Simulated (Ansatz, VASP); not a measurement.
# In2TeS (In2STe monolayer) in two plane-wave programs, part 2 of 2

Aim: how closely do two programs agree when they are given the same cell, functional and k mesh? The structure shown is the start of the Ansatz relaxation below; VASP solves that cell, so the two are compared at the walk's first step.

VASP 6.6.1 and Ansatz 0.2.0.

So far: The starting structure; Ansatz: relaxation, PBE with D3(BJ).

### 3. VASP: single point, PBE with D3(BJ), start cell

Level of this step: PBE with D3(BJ); plane waves and PAW (Te, In_d, S) (VASP).

The same cell, functional, mesh and smearing now go to VASP, with its own data sets.

Lines of VASP's logs that name or quote its potential files are left out, and so is its time.

The input, INCAR:

```
SYSTEM = In2TeS
PREC = Accurate
ENCUT = 400
EDIFF = 1E-06
NELM = 120
ISMEAR = -1
SIGMA = 0.05
LREAL = .FALSE.
ALGO = Normal
GGA = PE
IVDW = 12
NBANDS = 25
LORBIT = 11
LWAVE = .FALSE.
LCHARG = .FALSE.
ISIF = 2
LDIPOL = .TRUE.
IDIPOL = 3
DIPOL = 0.5 0.5 0.505
LVHAR = .TRUE.
LASPH = .TRUE.
GGA_COMPAT = .FALSE.
EFERMI = MIDGAP
NELMDL = -8
KPAR = 2
```

The input, POSCAR:

```
In2TeS
1.0
    4.1574000000      0.0000000000      0.0000000000
   -2.0787000000      3.6004140000      0.0000000000
    0.0000000000      0.0000000000     41.0382440000
Te In S
1 2 1
Direct
    0.3333333333      0.6666666667      0.4386152585
    0.0000000000      0.0000000000      0.4751468167
    0.0000000000      0.0000000000      0.5443505575
    0.3333333333      0.6666666667      0.5613847415
```

The input, KPOINTS:

```
Automatic mesh
0
Gamma
12 12 1
0 0 0
```

PAW data sets: Te, In_d and S (PBE family, release 64).

Run with:

```bash
mpirun -np 2 vasp_std
```

Numbers of over 12 decimals in the logs are rounded to 6 here.

What it wrote:

```text
[banner, memory and clock lines left out]
running    2 mpi-ranks, on    1 nodes
 distrk:  each k-point on    1 cores,    2 groups
 distr:  one band on    1 cores,    1 groups

 POSCAR found type information on POSCAR TeInS
 POSCAR found :  3 types and       4 ions
 LDA part: xc-table for (Slater+PW92), standard interpolation
 POSCAR, INCAR and KPOINTS ok, starting setup
 FFT: planning ... GRIDC
 FFT: planning ... GRID_SOFT
 FFT: planning ... GRID
 WAVECAR not read
 entering main loop
       N       E                     dE             d eps       ncg     rms          rms(c)
DAV:   1     0.251550120798E+03    0.25155E+03   -0.12875E+04  1214   0.902E+02
DAV:   2     0.141071567149E+02   -0.23744E+03   -0.23443E+03  1132   0.263E+02
DAV:   3    -0.136125063484E+02   -0.27720E+02   -0.27595E+02  1323   0.106E+02
DAV:   4    -0.143027937519E+02   -0.69029E+00   -0.68919E+00  1233   0.215E+01
DAV:   5    -0.143296452780E+02   -0.26852E-01   -0.26848E-01  1499   0.357E+00
DAV:   6    -0.143301785233E+02   -0.53325E-03   -0.53324E-03  1427   0.467E-01
DAV:   7    -0.143301996490E+02   -0.21126E-04   -0.21126E-04  1548   0.875E-02
DAV:   8    -0.143302000329E+02   -0.38396E-06   -0.38381E-06  1315   0.130E-02    0.887E+00
DAV:   9    -0.137416607221E+02    0.58854E+00   -0.10725E+00  1346   0.198E+01    0.574E+00
DAV:  10    -0.137288494647E+02    0.12811E-01   -0.98638E-01  1601   0.996E+00    0.141E+00
DAV:  11    -0.137093874383E+02    0.19462E-01   -0.15951E-01  1456   0.512E+00    0.135E+00
DAV:  12    -0.137104259867E+02   -0.10385E-02   -0.12544E-02  1232   0.683E-01    0.829E-01
DAV:  13    -0.137107877842E+02   -0.36180E-03   -0.21585E-03  1518   0.412E-01    0.374E-01
DAV:  14    -0.137107547691E+02    0.33015E-04   -0.75469E-04  1346   0.282E-01    0.178E-01
[...]
DAV:  21    -0.137110616289E+02   -0.32851E-04   -0.12496E-06   869   0.527E-03    0.722E-03
DAV:  22    -0.137110964851E+02   -0.34856E-04   -0.21110E-06   839   0.551E-03    0.588E-03
DAV:  23    -0.137111004188E+02   -0.39337E-05   -0.14300E-07   924   0.457E-03    0.349E-03
DAV:  24    -0.137111154186E+02   -0.15000E-04   -0.48901E-07   769   0.339E-03    0.198E-03
DAV:  25    -0.137111191569E+02   -0.37382E-05   -0.69979E-08   883   0.174E-03    0.191E-03
DAV:  26    -0.137111217445E+02   -0.25876E-05   -0.18810E-08   753   0.111E-03    0.775E-04
DAV:  27    -0.137111249024E+02   -0.31579E-05   -0.33581E-08   770   0.978E-04    0.392E-04
DAV:  28    -0.137111258108E+02   -0.90842E-06   -0.53644E-09   738   0.391E-04
   1 F= -.14605963E+02 E0= -.14605937E+02  d E =-.530808E-04
```

From OUTCAR (step 3):

```text
ion  position               nearest neighbor table
   1  0.333  0.667  0.439-   2 2.83   2 2.83   2 2.83
   2  0.000  0.000  0.475-   1 2.83   1 2.83   1 2.83   3 2.84
   3  0.000  0.000  0.544-   4 2.50   4 2.50   4 2.50   2 2.84
   4  0.333  0.667  0.561-   3 2.50   3 2.50   3 2.50

  LATTYP: Found a hexagonal cell.
 ALAT       =     4.1574000000
 C/A-ratio  =     9.8711319575

 Subroutine GETGRP returns: Found  6 space group operations
 (whereof  6 operations were pure point group operations)

The static configuration has the point symmetry C_3v.

 Found     19 irreducible k-points:

   k-points           NKPTS =     19   k-points in BZ     NKDIM =     19   number of bands    NBANDS=     25

   dimension x,y,z NGX =    28 NGY =   28 NGZ =  270
   dimension x,y,z NGXF=    56 NGYF=   56 NGZF=  540

   ENCUT  =  400.0 eV  29.40 Ry    5.42 a.u.   6.78  6.78 66.92*2*pi/ulx,y,z

   NELECT =      38.0000    total number of electrons

 k-points in reciprocal lattice and weights: Automatic mesh
   0.00000000  0.00000000  0.00000000       0.007
   0.08333333  0.00000000  0.00000000       0.042
   0.16666667  0.00000000  0.00000000       0.042
   0.25000000  0.00000000  0.00000000       0.042
   0.33333333  0.00000000  0.00000000       0.042
   0.41666667  0.00000000  0.00000000       0.042
   0.50000000  0.00000000  0.00000000       0.021
   0.08333333  0.08333333  0.00000000       0.042
   0.16666667  0.08333333  0.00000000       0.083
[...]
0.33333333  0.25000000  0.00000000       0.083
   0.33333333  0.33333333  0.00000000       0.014

 dipolmoment           0.000000      0.000000     -0.025337 electrons x Angstroem

 average (electrostatic) potential at core
       1 -96.7737       2-103.9056       3-104.6230       4 -94.8088

 E-fermi :  -2.7951

 k-point     1 :       0.0000    0.0000    0.0000
  band No.  band energies     occupation
    ...
     15      -5.6570      2.00000
     16      -5.6570      2.00000
     17      -4.0934      2.00000
     18      -3.1080      1.99618
     19      -3.1080      1.99618
     20      -2.5282      0.00957
     21      -0.3412      0.00000
     22       0.6974      0.00000
     23       0.6974      0.00000
     24       1.2954      0.00000
    ...

 k-point     2 :       0.0833    0.0000    0.0000
  band No.  band energies     occupation
    ...
     15      -5.9157      2.00000
     16      -5.7349      2.00000
     17      -3.8286      2.00000
     18      -3.6209      2.00000
     19      -3.2141      1.99954
     20      -2.3208      0.00015
     21      -0.0112      0.00000
     22       0.4647      0.00000
     23       0.8367      0.00000
     24       1.3787      0.00000
    ...

 k-point     3 :       0.1667    0.0000    0.0000
  band No.  band energies     occupation
    ...
     15      -6.0141      2.00000
     16      -5.9350      2.00000
     17      -4.4974      2.00000
     18      -3.5372      2.00000
     19      -3.4752      2.00000
     20      -1.9264      0.00000
     21      -0.2051      0.00000
     22       0.6136      0.00000
     23       1.1704      0.00000
     24       1.3502      0.00000
    ...

 Edisp (eV)   -0.89484

  Total       1.71485     1.71485     0.33091    -0.00000     0.00000     0.00000
  in kB       4.47274     4.47274     0.86311    -0.00000     0.00000     0.00000
  external pressure =        3.27 kB  Pullay stress =        0.00 kB

  energy-cutoff  :      400.00
  volume of cell :      614.28
      direct lattice vectors                 reciprocal lattice vectors
     4.157400000  0.000000000  0.000000000     0.240534950  0.138872919  0.000000000
    -2.078700000  3.600414000  0.000000000     0.000000000  0.277745837  0.000000000
     0.000000000  0.000000000 41.038244000     0.000000000  0.000000000  0.024367514

 POSITION                                       TOTAL-FORCE (eV/Angst)
 -----------------------------------------------------------------------------------
     -0.00000      2.40028     18.00000         0.000000     -0.000000      0.078755
      0.00000      0.00000     19.49919         0.000000      0.000000      0.038387
      0.00000      0.00000     22.33919        -0.000000      0.000000     -1.294525
     -0.00000      2.40028     23.03824        -0.000000     -0.000000      1.177383
 -----------------------------------------------------------------------------------
    total drift:                                0.000000     -0.000000      0.000969

  FREE ENERGIE OF THE ION-ELECTRON SYSTEM (eV)
  ---------------------------------------------------
  free  energy   TOTEN  =       -14.6059633733 eV

  energy  without entropy=      -14.6059102925  energy(sigma->0) =      -14.60593683

 vacuum level on the upper side and lower side of the slab         1.794         2.100

 total charge
# of ion       s       p       d       tot
------------------------------------------
    1        1.384   2.005   0.023   3.411
    2        0.889   0.663   9.867  11.419
    3        0.848   0.644   9.905  11.397
    4        1.338   2.395   0.000   3.733
--------------------------------------------------
tot          4.459   5.706  19.795  29.960

[... 3 further parts left out ...]
```

The gap is read on the k-mesh alone, so it is an upper bound where the band edges lie off the mesh.

### 4. Differences

Known differences besides the potentials themselves: Ansatz cuts the interaction across the vacuum, VASP repeats the sheet with a dipole correction; the data sets hold 48 valence electrons in Ansatz (on its default PAW (the set named soft_2) files) and 38 in VASP; the cutoff is 420 eV in Ansatz and 400 eV in VASP. Total energies have different zeros and are not compared.

Forces (eV/Å; atoms numbered as in POSCAR):

```tsv
atom	Ansatz x, y, z	VASP x, y, z
Te1	0.000, 0.000, 0.094	0.000, 0.000, 0.079
In2	0.000, 0.000, 0.025	0.000, 0.000, 0.038
In3	0.000, 0.000, -1.285	0.000, 0.000, -1.295
S4	0.000, 0.000, 1.167	0.000, 0.000, 1.177
```

The forces differ by 7.1 meV/Å r.m.s., which is 1.4 % of the r.m.s. force of 0.506 eV/Å (both taken over all components). With vacuum in the cell, a pressure given here is an average over mostly empty space and none of the material.

### 5. Results

| Quantity | Value |
| --- | --- |
| r.m.s. force difference (single point, PBE with D3(BJ), start cell) | 1.4 % of the r.m.s. force |

**Reading.** The r.m.s. force difference is 1.4 % of the r.m.s. force (single point, PBE with D3(BJ), start cell), within the 3 % picked in this series as the mark of a large difference. The data sets hold unlike numbers of valence electrons (48 in Ansatz and 38 in VASP), so part of the differences comes from the potentials. 1 further run of this series is not shown here. How closely two codes agree says nothing of how well the functional describes the real material.

[Lines on the potential files, build, host, timing and source positions are cut from VASP's logs without a mark.]

[Logs are printed without paths, hosts, clocks, repeated set-up lines and the standing remarks that a program may print on its own settings, such as how far it seeks lower states.]

[Hosts, paths, dates, database ids (printed as entryN), source tags and the programs' standing remarks are cut or masked in the printed files.]
